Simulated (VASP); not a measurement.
The system is Zr.

```
CELL_PARAMETERS angstrom
3.19000 0.00000 0.00000
-1.59500 2.76262 0.00000
0.00000 0.00000 5.11000
ATOMIC_POSITIONS crystal
Zr 0.33333 0.66667 0.25000
Zr 0.66667 0.33333 0.75000
```

The cell was built by a generator and needn't be a form met in nature.

- Program: VASP 6.6.1
- Task: relaxation of cell and atoms
- Functional: r2SCAN
- Dispersion: rVV10
- Potentials or basis: VASP PAW PBE potentials, release 64 (Zr_sv)
- Cutoff: 600 eV
- k mesh: 16 × 16 × 8
- Occupations: methfessel-paxton, width 0.1 eV
- Spin: no spin polarisation

At the start: pressure 3.4 GPa; volume 22.52 Å³/atom.

Question: Where does the relaxation end?

Answer: Over 9 steps the energy falls by 8.4 meV/atom and the volume is 23.28 Å³/atom (+3.4 %); space group P6_3/mmc (No. 194, to 0.05 Å).

The path:
```csv
step,energy change (eV),largest force (eV/Å),pressure (GPa),volume (Å³)
1,0.0000,0.0000,3.40,45.03
2,0.0003,0.0000,-3.20,48.22
3,-0.0163,0.0000,-0.07,46.59
4,-0.0163,0.0000,-0.01,46.56
5,-0.0168,0.0000,0.02,46.55
6,-0.0169,0.0000,0.05,46.54
7,-0.0169,0.0000,0.05,46.54
8,-0.0169,0.0000,-0.05,46.59
9,-0.0169,0.0000,0.00,46.56
```

Final structure:
```
Zr
1.0
     3.23763    0.00000    0.00000
    -1.61881    2.80387    0.00000
     0.00000    0.00000    5.12940
Zr
2
Direct
  0.33333 0.66667 0.25000
  0.66667 0.33333 0.75000
```

Caveat: the PAW data sets were made with another functional, which shifts forces and pressure a little.
